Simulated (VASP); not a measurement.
Output of a VASP run:

OUTCAR:
```
 ion  position               nearest neighbor table
   1  0.000  0.000  0.000-   3 3.00   4 3.00   5 3.00   3 3.00   4 3.00   4 3.00   5 3.00   4 3.00
                             3 3.00   5 3.00   3 3.00   5 3.00   2 3.67   2 3.67   2 3.67   2 3.67
   2  0.500  0.500  0.500-   3 2.12   4 2.12   5 2.12   5 2.12   3 2.12   4 2.12   1 3.67   1 3.67
                             1 3.67   1 3.67   1 3.67   1 3.67   1 3.67   1 3.67
   3  0.500  0.000  0.500-   2 2.12   2 2.12   1 3.00   1 3.00   1 3.00   1 3.00
   4  0.000  0.500  0.500-   2 2.12   2 2.12   1 3.00   1 3.00   1 3.00   1 3.00
   5  0.500  0.500  0.000-   2 2.12   2 2.12   1 3.00   1 3.00   1 3.00   1 3.00
  LATTYP: Found a simple cubic cell.
 ALAT       =     4.2384243108
 Subroutine PRICEL returns:
 Original cell was already a primitive cell.
 Subroutine GETGRP returns: Found 48 space group operations
The static configuration has the point symmetry O_h .
The dynamic configuration has the point symmetry O_h .
 Subroutine INISYM returns: Found 48 space group operations
 Subroutine IBZKPT returns following result:
 Found     10 irreducible k-points:

 Following reciprocal coordinates:
            Coordinates               Weight
  0.000000  0.000000  0.000000      1.000000
  0.200000  0.000000  0.000000      6.000000
  0.400000  0.000000  0.000000      6.000000
  0.200000  0.200000  0.000000     12.000000
  0.400000  0.200000  0.000000     24.000000
  0.400000  0.400000  0.000000     12.000000
  0.200000  0.200000  0.200000      8.000000
  0.400000  0.200000  0.200000     24.000000
  0.400000  0.400000  0.200000     24.000000
  0.400000  0.400000  0.400000      8.000000
   k-points           NKPTS =     10   k-points in BZ     NKDIM =     10   number of bands    NBANDS=     24
   number of dos      NEDOS =    301   number of ions     NIONS =      5
   total plane-waves  NPLWV =  32768
   dimension x,y,z NGX =    32 NGY =   32 NGZ =   32
   dimension x,y,z NGXF=    64 NGYF=   64 NGZF=   64
   ions per type =               1   1   3
   PREC   = accura    normal or accurate (medium, high low for compatibility)
   ISTART =      0    job   : 0-new  1-cont  2-samecut
   ICHARG =      2    charge: 1-file 2-atom 10-const
   ISPIN  =      1    spin polarized calculation?
   LNONCOLLINEAR =      F non collinear calculations
   LSORBIT =      F    spin-orbit coupling
   INIWAV =      1    electr: 0-lowe 1-rand  2-diag
   ENCUT  =  520.0 eV  38.22 Ry    6.18 a.u.   7.88  7.88  7.88*2*pi/ulx,y,z
   NELM   =    100;   NELMIN=  2; NELMDL= -5     # of ELM steps
   EDIFF  = 0.1E-06   stopping-criterion for ELM
   LREAL  =      F    real-space projection
   NLSPLINE    = F    spline interpolate recip. space projectors
   LMAXMIX     =    4 max onsite mixed and CHGCAR
   VOSKOWN=      0    Vosko Wilk Nusair interpolation
   EDIFFG = 0.1E-05   stopping-criterion for IOM
   NSW    =      0    number of steps for IOM
   NBLOCK =      1;   KBLOCK =      1    inner block; outer block
   IBRION =     -1    ionic relax: 0-MD 1-quasi-New 2-CG
   NFREE  =      0    steps in history (QN), initial steepest desc. (CG)
   ISIF   =      2    stress and relaxation
   ISYM   =      2    0-nonsym 1-usesym 2-fastsym
   TEIN   =    0.0    initial temperature
   TEBEG  =    0.0;   TEEND  =   0.0 temperature during run
   SMASS  =  -3.00    Nose mass-parameter (am)
   PSTRESS=    0.0 pullay stress
   NELECT =      40.0000    total number of electrons
   EFERMI =   0.00;   METHOD = LEGACY
   ISMEAR =     0;   SIGMA  =   0.05  broadening in eV -4-tet -1-fermi 0-gaus
   IALGO  =     38    algorithm
   LDIAG  =      T    sub-space diagonalisation (order eigenvalues)
   IMIX   =      4    mixing-type and parameters
     AMIX     =   0.40;   BMIX     =  1.00
     AMIX_MAG =   1.60;   BMIX_MAG =  1.00
     AMIN     =   0.10
   GGA     = AM    functional components
   VOSKOWN =     0    Vosko Wilk Nusair interpolation
   LHFCALC =     F    Hartree Fock is set to
   LHFONE  =     F    Hartree Fock one center treatment
   AEXX    =    0.0000 exact exchange contribution
   IVDW    =     0    specifies the selected vdW correction
   LEPSILON=     F    determine dielectric tensor
   LRPA    =     F    only Hartree local field effects (RPA)
  energy-cutoff  :      520.00
...
```

OSZICAR:
```
       N       E                     dE             d eps       ncg     rms          rms(c)
DAV:   1     0.313560414938E+03    0.31356E+03   -0.22276E+04   480   0.164E+03
DAV:   2    -0.293076848368E+02   -0.34287E+03   -0.33446E+03   632   0.381E+02
DAV:   3    -0.488482759016E+02   -0.19541E+02   -0.19526E+02   792   0.909E+01
DAV:   4    -0.492563569745E+02   -0.40808E+00   -0.40798E+00   680   0.106E+01
DAV:   5    -0.492683641576E+02   -0.12007E-01   -0.12007E-01   680   0.118E+00    0.285E+01
DAV:   6    -0.425643134071E+02    0.67041E+01   -0.43572E+01   584   0.411E+01    0.131E+01
DAV:   7    -0.424521246516E+02    0.11219E+00   -0.32961E+00   696   0.105E+01    0.748E+00
DAV:   8    -0.424196228612E+02    0.32502E-01   -0.31957E-01   688   0.461E+00    0.637E-01
DAV:   9    -0.424202730833E+02   -0.65022E-03   -0.37060E-02   712   0.122E+00    0.478E-01
DAV:  10    -0.424219599650E+02   -0.16869E-02   -0.12389E-02   672   0.102E+00    0.202E-01
DAV:  11    -0.424217112612E+02    0.24870E-03   -0.14451E-03   656   0.355E-01    0.344E-02
DAV:  12    -0.424217739324E+02   -0.62671E-04   -0.16612E-04   608   0.963E-02    0.295E-02
DAV:  13    -0.424217740805E+02   -0.14811E-06   -0.11312E-05   752   0.260E-02    0.389E-03
DAV:  14    -0.424217751162E+02   -0.10356E-05   -0.29285E-06   632   0.131E-02    0.188E-03
DAV:  15    -0.424217750663E+02    0.49886E-07   -0.13739E-07   504   0.321E-03
   1 F= -.42421775E+02 E0= -.42421775E+02  d E =-.141400E-16
```

### OUTCAR
```
------------------------ aborting loop because EDIFF is reached ----------------------------------------
  FORCE on cell =-STRESS in cart. coord.  units (eV):
  Direction    XX          YY          ZZ          XY          YZ          ZX
  --------------------------------------------------------------------------------------
  Total       -2.1214720     -2.1214720     -2.1214720     -0.0000000     -0.0000000     -0.0000000
  in kB      -44.6410703    -44.6410703    -44.6410703     -0.0000000     -0.0000000     -0.0000000
  external PRESSURE =     -44.6410703 kB  Pullay stress =       0.0000000 kB
  volume of cell :       76.14
      direct lattice vectors                 reciprocal lattice vectors
     4.238424311  0.000000000  0.000000000     0.235936737  0.000000000  0.000000000
     0.000000000  4.238424311  0.000000000     0.000000000  0.235936737  0.000000000
     0.000000000  0.000000000  4.238424311     0.000000000  0.000000000  0.235936737
 POSITION                                       TOTAL-FORCE (eV/Angst)
 -----------------------------------------------------------------------------------
      0.00000      0.00000      0.00000         0.000000      0.000000      0.000000
      2.11921      2.11921      2.11921         0.000000      0.000000      0.000000
      2.11921      0.00000      2.11921         0.000000      0.000000      0.000000
      0.00000      2.11921      2.11921         0.000000      0.000000      0.000000
      2.11921      2.11921      0.00000         0.000000      0.000000      0.000000
 -----------------------------------------------------------------------------------
    total drift:                                0.000000     -0.000000     -0.000000
  FREE ENERGIE OF THE ION-ELECTRON SYSTEM (eV)
  ---------------------------------------------------
  free  energy   TOTEN  =       -42.4217750663 eV

  energy  without entropy=      -42.4217750663  energy(sigma->0) =      -42.42177507
```
(Selected blocks of OUTCAR.)

POSCAR:
```
BaZrO3
1
    4.2384243108     0.0000000000     0.0000000000
    0.0000000000     4.2384243108     0.0000000000
    0.0000000000     0.0000000000     4.2384243108
Ba Zr O
1 1 3
Direct
  0.0000000000   0.0000000000   0.0000000000
  0.5000000000   0.5000000000   0.5000000000
  0.5000000000   0.0000000000   0.5000000000
  0.0000000000   0.5000000000   0.5000000000
  0.5000000000   0.5000000000   0.0000000000
```

Question: Write an INCAR and KPOINTS that could have produced this output.

Answer: Several could match; the one computed here: the input of the run itself, AM05 GGA, plane waves, VASP's PBE PAW potentials (set 64).

**KPOINTS**
```
Automatic mesh
0
Gamma
  5 5 5
0 0 0
```

**INCAR**
```
# general
SYSTEM  = BaZrO3
PREC    = Accurate
ENCUT   = 520   # plane-wave cut-off (eV)
LREAL   = .FALSE.   # projection in real space or not
LASPH   = .TRUE.

# electronic loop
EDIFF   = 1E-7   # SCF stop (eV)
NELM    = 100
ALGO    = Normal
LMAXMIX = 4

# smearing
ISMEAR  = 0
SIGMA   = 0.05   # width (eV)

# functional
GGA     = AM

# ions
ISIF    = 2   # forces and stress, cell fixed

# output
LWAVE   = .FALSE.
LCHARG  = .FALSE.
```

POTCAR, in this order: Ba_sv Zr_sv O (PBE.64 set). Program: vasp_std.

The compound is BaZrO3 in the cubic perovskite structure. This cell is one point of a volume scan, at 1.03 of the reference volume.
